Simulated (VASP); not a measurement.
Given:

```yaml
crystal:
  lattice:
    - [0.00000, 2.93047, 2.93047]
    - [2.93047, 0.00000, 2.93047]
    - [2.93047, 2.93047, 0.00000]
  atoms:
    - { symbol: Li, position: [0.25000, 0.25000, 0.25000] }
    - { symbol: Li, position: [0.75000, 0.75000, 0.75000] }
    - { symbol: Se, position: [0.00000, 0.00000, 0.00000] }
```

The numbers are results of PBE GGA with D3 dispersion (Becke-Johnson damping), VASP's PBE PAW potentials (set 64) (plane waves; VASP), not measurements. Run with 520 eV cut-off, 7×7×7 Γ-centred mesh, Gaussian smearing of 0.050 eV, potentials Li_sv Se.

Q: The job: Li$_{2}$Se (antifluorite), 3 atoms, PBE-D3(BJ), static run, 520 eV, 7×7×7 Γ-centred mesh. Roughly how much core time does it take on a busy server core?

A: About 6 core-seconds (one run on a shared machine, a rough figure). It had 20 irreducible k-points, 10 bands, up to 1374 plane waves and 13 electronic steps.

The compound is Li2Se in the antifluorite structure. It was relaxed first, which changed the volume by -7 %.
